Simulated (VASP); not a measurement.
All values below come from PBE GGA, VASP's PBE PAW potentials (set 64) (plane waves; VASP 6.6.1).

Input for VASP

**POSCAR**
```
InSb
1
    0.0000000000     3.3467910000     3.3467910000
    3.3467910000     0.0000000000     3.3467910000
    3.3467910000     3.3467910000     0.0000000000
In Sb
1 1
Direct
  0.0000000000   0.0000000000   0.0000000000
  0.2500000000   0.2500000000   0.2500000000
```

KPOINTS:
```
Regular mesh
0
Gamma
  9 9 9
```

**INCAR**
```
! general
SYSTEM  = InSb
PREC    = Accurate
ENCUT   = 300   ! plane-wave cut-off (eV)
LREAL   = .FALSE.   ! projection in real space or not
LASPH   = .TRUE.   ! aspherical one-centre terms

! electronic loop
EDIFF   = 1E-6   ! SCF stop (eV)
NELM    = 100
ALGO    = Normal   ! blocked Davidson
LMAXMIX = 4   ! l cut-off of mixed one-centre charges

! smearing
ISMEAR  = -1   ! Fermi-Dirac
SIGMA   = 0.1

! functional
GGA     = PE

! ions
IBRION  = 2   ! conjugate gradients
NSW     = 50   ! most ionic steps
ISIF    = 3   ! ions, shape and volume
EDIFFG  = -0.01   ! ionic stop

! output
LWAVE   = .FALSE.
LCHARG  = .FALSE.
```

POTCAR, in this order: In_d Sb (PBE.64 set). Program: vasp_std.

Question: What will the output report for the number of irreducible k-points (NKPTS), largest plane-wave count, number of space-group operations, FFT grid (NGX, NGY, NGZ)?

Answer: 
```yaml
number of irreducible k-points (NKPTS): 35
largest_plane_wave_count: 903
number_of_space_group_operations: 24
FFT grid (NGX, NGY, NGZ): 28 × 28 × 28
```

The structure comes from a computed database's InSb entry; how it stands against other phases isn't given here. This run relaxes it. Symmetry was kept, so distortions that lower it aren't found. The run is one of a series of settings (EDIFFG = -0.01, IBRION = 2, ISIF = 3, NSW = 50 against the base run), some of them coarse on purpose.
